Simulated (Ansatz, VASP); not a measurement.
# C (Diamond): VASP beside Ansatz, part 2 of 2

One calculation is typed for both programs; each brings its own data sets and cutoff. How far apart do they land?

VASP 6.6.1 and Ansatz 0.2.0.

So far. Step 4 (Comparison): The walks stopped with 0.00 GPa left in Ansatz and 0.00 GPa in VASP; each walk ends within a tolerance, so the volume difference is uncertain by about these residues over the bulk modulus, most in soft cells.

## 5. Ansatz: zone-centre phonons, PBE with D3(BJ)

Level of this step: Ansatz beside VASP: Kohn-Sham DFT, plane waves, PBE with D3(BJ) (Ansatz).

Second derivatives magnify differences that forces hide, and they need a tight electronic threshold. The cell compared in this pair holds 11.27 Å³, against 11.34 Å³ for the pair before.

The cell is taken from a series of VASP runs on this material, whose earlier steps may have relaxed, scaled or displaced it; both programs get it as it stands.

Contents of input.yaml:

```yaml
crystal:
  lattice:
    - [0.0, 1.7793663622, 1.7793663622]
    - [1.7793663622, 0.0, 1.7793663622]
    - [1.7793663622, 1.7793663622, 0.0]
  atoms:
    - { symbol: C, position: [0.0, 0.0, 0.0] }
    - { symbol: C, position: [0.25, 0.25, 0.25] }
hamiltonian:
  xc: pbe
  pseudopotentials: { kind: paw }
  dispersion: d3bj
kpoints:
  mp_grid: { grid: [13, 13, 13] }
scf:
  occupations: { method: gaussian, width: 0.05 }
phonons:
  method: dfpt
  qpoints: [[0, 0, 0]]
```

Launch:

```bash
ansatz run input.yaml --threads 4 --pin off --max-ram 9216MiB --backend cpu --events-out ev --progress --plain --runs-dir out
```

Numbers of over 12 decimals in the logs are rounded to 6 here.

Output:

```text
zone centre: on kpoints.mp_grid the ground state, and the responses unless they are solved on pairs of k-points, stand on 196 of the mesh's 2197 k-points, reduced under 8 symmetry operations, with k and −k counted as one. Each operation leaves every solved displacement unchanged or reverses it
[...]
Crystal: 2 atoms, lattice volume = 11.267 Å³
[...]
Γ frequencies (cm⁻¹): 0.00 0.00 0.00 1304.00 1304.00 1304.00
  non-analytic LO–TO correction: not included (Born effective charges unavailable; polar crystals: no LO–TO splitting at Γ)
--- Phonons (arbitrary-q DFPT): 1 explicit q-point ---
  q = [0, 0, 0] (of the zone-centre solve; hermiticity 1.14e-15, symmetrization 9.46e-16): -0.00 0.00 0.00 1304.00 1304.00 1304.00
  sum rule: each row above includes the acoustic sum rule's correction from the zone centre's row sums; it moved no ω² by more than (0.98 cm⁻¹)²
[key lines of the parts left out:]
SCF converged after 7 iterations
Free energy (F): -501.999255 eV
Fermi energy:    15.520319 eV
```

Wall time 2.6 s (4 threads of Intel Xeon Platinum 8488C (Sapphire Rapids), shared host); peak memory 0.39 GiB; 5.4 s of CPU time.

## 6. VASP: zone-centre phonons, PBE with D3(BJ)

The same cell, functional, mesh and smearing now go to VASP, with its own data sets and cutoff.

Contents of INCAR:

```
SYSTEM = C
PREC = Accurate
ENCUT = 520
EDIFF = 1E-08
NELM = 100
ISMEAR = 0
SIGMA = 0.05
LREAL = .FALSE.
ALGO = Normal
GGA = PE
IVDW = 12
NBANDS = 10
LORBIT = 11
LWAVE = .FALSE.
LCHARG = .FALSE.
KPAR = 2
IBRION = 6
NFREE = 2
POTIM = 0.015
ISIF = 2
NSW = 1
```

Contents of POSCAR:

```
C
1.0
    0.0000000000      1.7793663622      1.7793663622
    1.7793663622      0.0000000000      1.7793663622
    1.7793663622      1.7793663622      0.0000000000
C
2
Direct
    0.0000000000      0.0000000000      0.0000000000
    0.2500000000      0.2500000000      0.2500000000
```

Contents of KPOINTS:

```
Automatic mesh
0
Gamma
13 13 13
0 0 0
```

Potentials, in the order of the species: C (PBE family, release 64).

Launch:

```bash
mpirun -np 2 vasp_std
```

Output:

```text
[... set-up lines as in an earlier step ...]
 entering main loop
       N       E                     dE             d eps       ncg     rms          rms(c)
DAV:   1    -0.834012932843E+00   -0.83401E+00   -0.48690E+03  1736   0.792E+02
DAV:   2    -0.184859692289E+02   -0.17652E+02   -0.16972E+02  2264   0.122E+02
DAV:   3    -0.188345756002E+02   -0.34861E+00   -0.34760E+00  1962   0.137E+01
DAV:   4    -0.188352597026E+02   -0.68410E-03   -0.68406E-03  1834   0.717E-01
[...]
DAV:  11    -0.181832379310E+02   -0.47478E-07   -0.20439E-07  2154   0.445E-03    0.677E-04
DAV:  12    -0.181832378909E+02    0.40054E-07   -0.19717E-08  1806   0.151E-03    0.193E-04
DAV:  13    -0.181832378870E+02    0.39335E-08   -0.48168E-10   942   0.199E-04
   1 F= -.18568417E+02 E0= -.18568417E+02  d E =-.102561E-13
 Found     1 degrees of freedom:
 Finite differences POTIM= 0.01500 DOF=   1
[...]
N       E                     dE             d eps       ncg     rms          rms(c)
DAV:   1    -0.181790231444E+02    0.42147E-02   -0.51368E-01  6860   0.574E+00    0.127E-01
[...]
DAV:   6    -0.181789857860E+02   -0.90921E-08   -0.10744E-07  7688   0.286E-03    0.223E-04
DAV:   7    -0.181789857858E+02    0.11642E-09   -0.19694E-09  3750   0.371E-04
   2 F= -.18564165E+02 E0= -.18564165E+02  d E =-.969936E-26
 Finite differences progress:
  Degree of freedom:   1/  1
  Displacement:        1/  2
  Total:               1/  2
[...]
N       E                     dE             d eps       ncg     rms          rms(c)
DAV:   1    -0.181796215791E+02   -0.63579E-03   -0.12354E+00  6900   0.834E+00    0.251E-01
DAV:   2    -0.181793960145E+02    0.22556E-03   -0.64915E-03  7688   0.737E-01    0.148E-01
DAV:   3    -0.181789921424E+02    0.40387E-03   -0.10831E-03  7534   0.255E-01    0.163E-02
DAV:   4    -0.181789885276E+02    0.36147E-05   -0.43278E-05  7680   0.620E-02    0.962E-03
DAV:   5    -0.181789857637E+02    0.27640E-05   -0.76699E-06  7456   0.203E-02    0.818E-04
DAV:   6    -0.181789857988E+02   -0.35167E-07   -0.37370E-07  7764   0.535E-03    0.413E-04
DAV:   7    -0.181789857962E+02    0.25834E-08   -0.72108E-09  4834   0.696E-04
   3 F= -.18564165E+02 E0= -.18564165E+02  d E =-.971385E-26
 Finite differences progress:
  Degree of freedom:   1/  1
  Displacement:        2/  2
  Total:               2/  2
```

Parts of OUTCAR (step 6):

```text
 Edisp (eV)   -0.38518

 Edisp (eV)   -0.38518

  Total       0.00509     0.00930     0.00930     0.00000    -0.05449     0.00000
  in kB       0.72362     1.32213     1.32213     0.00000    -7.74841     0.00000
  external pressure =        1.12 kB  Pullay stress =        0.00 kB

 POSITION                                       TOTAL-FORCE (eV/Angst)
 -----------------------------------------------------------------------------------
     -0.01500      0.00000      0.00000         0.566833      0.000000      0.000000
      0.88968      0.88968      0.88968        -0.566833      0.000000      0.000000
 -----------------------------------------------------------------------------------
    total drift:                               -0.000004     -0.000000     -0.000000

  FREE ENERGIE OF THE ION-ELECTRON SYSTEM (eV)
  ---------------------------------------------------
  free  energy   TOTEN  =       -18.5641649800 eV

  energy  without entropy=      -18.5641649800  energy(sigma->0) =      -18.56416498

[... 1 part as in an earlier step ...]

[... 2 further parts left out ...]
[key lines of the parts left out:]
E-fermi :  10.4077
```

## 7. Comparison

What differs besides the data sets and the points named for the pairs above, as far as they apply: Ansatz takes the dispersion share of the force constants at frozen C6 weights, VASP differentiates the full forces; VASP uses finite displacements, Ansatz perturbation theory. Total energies have different zeros and are not compared.

Both answers:

```tsv
quantity	Ansatz	VASP	difference
optical mode 1 to 3 (cm⁻¹)	1304.0	1308.1	-0.31 %
```

Modes are paired by rising frequency and degeneracy, not by their patterns, so a pair may still set unlike modes beside each other.

## 8. Results

```
difference in volume (relaxation of cell and atoms, PBE with D3(BJ))                                                          : -0.15 %
r.m.s. difference of the optical zone-centre modes, each program's sorted by frequency (zone-centre phonons, PBE with D3(BJ)) : 4.1 cm⁻¹
```

**Reading.** The difference in volume is -0.15 % (relaxation of cell and atoms, PBE with D3(BJ)), within the 1.2 % picked in this series as the mark of a large difference, as far as the stopping tolerances let one tell. How closely two codes agree says nothing of how well the functional describes the real material.

[Lines on the potential files, build, host, timing and source positions are cut from VASP's logs without a mark.]

[Logs are printed without paths, hosts, clocks, repeated set-up lines and the standing remarks that a program may print on its own settings, such as how far it seeks lower states.]

[Hosts, paths, dates, database ids (printed as entryN), source tags and the programs' standing remarks are cut or masked in the printed files.]
